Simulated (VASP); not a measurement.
Output of a VASP run:

File OSZICAR:
```
       N       E                     dE             d eps       ncg     rms          rms(c)
DAV:   1     0.480706085633E+02    0.48071E+02   -0.11635E+04  3368   0.134E+03
DAV:   2    -0.196481877013E+02   -0.67719E+02   -0.66462E+02  4194   0.272E+02
DAV:   3    -0.215708401354E+02   -0.19227E+01   -0.18762E+01  4550   0.306E+01
DAV:   4    -0.215852111576E+02   -0.14371E-01   -0.14338E-01  3840   0.331E+00
DAV:   5    -0.215853990137E+02   -0.18786E-03   -0.18784E-03  4476   0.307E-01    0.711E+01
DAV:   6    -0.211020114057E+02    0.48339E+00   -0.41187E-01  3552   0.501E+00    0.422E+01
DAV:   7    -0.209235974470E+02    0.17841E+00   -0.69811E-01  3540   0.628E+00    0.204E+00
DAV:   8    -0.209154829221E+02    0.81145E-02   -0.45459E-02  3636   0.169E+00    0.400E-01
DAV:   9    -0.209155840909E+02   -0.10117E-03   -0.10173E-03  4638   0.252E-01    0.219E-01
DAV:  10    -0.209155779275E+02    0.61634E-05   -0.42723E-05  3690   0.554E-02    0.280E-01
DAV:  11    -0.209155773348E+02    0.59263E-06   -0.56392E-06  4032   0.189E-02
   1 F= -.18422544E+02 E0= -.18422659E+02  d E =-.184225E+02
```

**OUTCAR**
```
------------------------ aborting loop because EDIFF is reached ----------------------------------------
  FORCE on cell =-STRESS in cart. coord.  units (eV):
  Direction    XX          YY          ZZ          XY          YZ          ZX
  --------------------------------------------------------------------------------------
  Total        2.5162560      2.5162560      2.4824736      0.0000000      0.0000000      0.0000000
  in kB      100.9315166    100.9315135     99.5764416      0.0000000      0.0000000      0.0000000
  external PRESSURE =       0.4798239 kB  Pullay stress =     100.0000000 kB
  volume of cell :       39.94
      direct lattice vectors                 reciprocal lattice vectors
     1.536879678 -2.661953646  0.000000000     0.325334512 -0.187831971  0.000000000
     1.536879678  2.661953646  0.000000000     0.325334512  0.187831971  0.000000000
     0.000000000  0.000000000  4.881668257     0.000000000  0.000000000  0.204848004
 POSITION                                       TOTAL-FORCE (eV/Angst)
 -----------------------------------------------------------------------------------
      1.53688      0.88732      1.22042         0.000000      0.000000      0.000000
      1.53688     -0.88732      3.66125        -0.000000     -0.000000      0.000000
 -----------------------------------------------------------------------------------
    total drift:                               -0.000003      0.000165     -0.000015
  FREE ENERGIE OF THE ION-ELECTRON SYSTEM (eV)
  ---------------------------------------------------
  free  energy   TOTEN  =       -20.9155773348 eV

  energy  without entropy=      -20.9159207544  energy(sigma->0) =      -20.91569181
  enthalpy is  TOTEN    =       -18.4225443037 eV   P V=        2.4930330311

 reached required accuracy - stopping structural energy minimisation
```
(Selected blocks of OUTCAR.)

POSCAR:
```
Hf
1
    1.5368796779    -2.6619536462     0.0000000000
    1.5368796779     2.6619536462     0.0000000000
    0.0000000000     0.0000000000     4.8816682571
Hf
2
Direct
  0.3333330000   0.6666670000   0.2500000000
  0.6666670000   0.3333330000   0.7500000000
```

Task: Reconstruct the remaining input files.

Result: Several could match; the one computed here: the input of the run itself, PBEsol GGA, plane waves, VASP's PBE PAW potentials (set 64).

**INCAR**
```
SYSTEM = Hf
PREC = Accurate
ENCUT = 500
EDIFF = 1E-6
NELM = 100
ALGO = Normal
LREAL = .FALSE.
LASPH = .TRUE.
ISMEAR = 1
SIGMA = 0.1
GGA = PS
LMAXMIX = 6
LWAVE = .FALSE.
LCHARG = .FALSE.
IBRION = 2
ISIF = 3
NSW = 40
EDIFFG = -0.02
PSTRESS = 100
```

File KPOINTS:
```
kpoints
0
G
14 14 8
0 0 0
```

POTCAR, in this order: Hf_pv (PBE.64 set). Program: vasp_std.

The compound is Hf in the hcp structure. It was relaxed first under an external pressure of 10 GPa.
